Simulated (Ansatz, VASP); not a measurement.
## GaSbAs2 in VASP and in Ansatz

Contents of INCAR:

```
PREC = Accurate ; ENCUT = 520
EDIFF = 1E-8 ; ISMEAR = -1
SIGMA = 0.15 ; LREAL = F
LASPH = T ; NELM = 100
ALGO = Normal ; ISIF = 2
LWAVE = F ; LCHARG = F
GGA = PE ; LEFG = T
NBANDS = 22
```

The input KPOINTS:

```
regular mesh
0
Gamma
  10 10 6
```

Contents of POSCAR:

```
GaSbAs2
1.0
    4.1886048991      0.0000000000      0.0000000000
    0.0000000000      4.1886048991      0.0000000000
    0.0000000000      0.0000000000      6.6004982190
Ga Sb As
1 1 2
Direct
    0.5000000000      0.5000000000      0.0000000000
    0.0000000000      0.0000000000      0.5000000000
    0.5000000000      0.0000000000      0.7863893365
    0.0000000000      0.5000000000      0.2136106635
```

Input for Ansatz:

```yaml
crystal:
  lattice:
    - [4.1886048991, 0.0, 0.0]
    - [0.0, 4.1886048991, 0.0]
    - [0.0, 0.0, 6.600498219]
  atoms:
    - { symbol: Ga, position: [0.5, 0.5, 0.0] }
    - { symbol: Sb, position: [0.0, 0.0, 0.5] }
    - { symbol: As, position: [0.5, 0.0, 0.7863893365] }
    - { symbol: As, position: [0.0, 0.5, 0.2136106635] }
basis:
  ecutwfc: 420
kpoints:
  mp_grid: { grid: [10, 10, 6] }
hamiltonian:
  xc: pbe
scf:
  occupations: { method: fermi_dirac, width: 0.15 }
output:
  forces: true
  stress: true
  eigenvalues: true
  efg: {}
checkpoint:
  read: start.run
  write: ck
  compress: false
  write_wavefunctions: false
  write_every: 100000
```

Alike in both runs: task electric field gradients; functional PBE; k mesh 10 × 10 × 6; occupations fermi-dirac, width 0.15 eV; no spin polarisation.

|  | VASP | Ansatz |
| --- | --- | --- |
| version | VASP 6.6.1 | Ansatz 0.2.0 |
| potentials or method | VASP PAW PBE potentials, release 64 (Ga_d, Sb, As) | scalar-relativistic, plane waves, PAW |
| plane-wave cutoff (eV) | 520 | 420 |
| valence electrons in the cell | 28 | 58 |

```csv
,VASP,Ansatz,Ansatz less VASP
gap on the k mesh at the Fermi level (eV),none,none,-
pressure (GPa),0.1,0.0,-0.08
rms of the force components (eV/Å),0.003,0.000,-0.0029
Vzz of the field gradient on the site that differs most (V/Å²),70.8,74.6,+3.83
```

Atom by atom the forces differ by 0.003 eV/Å (rms over components). A gap of «none» marks a metal or a gap that the smearing closes. The two sets of potentials don't hold the same shells in valence. Ansatz warned: «gradients_without_spin_orbit».

Spin-orbit coupling is left out, which matters for the levels of Sb.
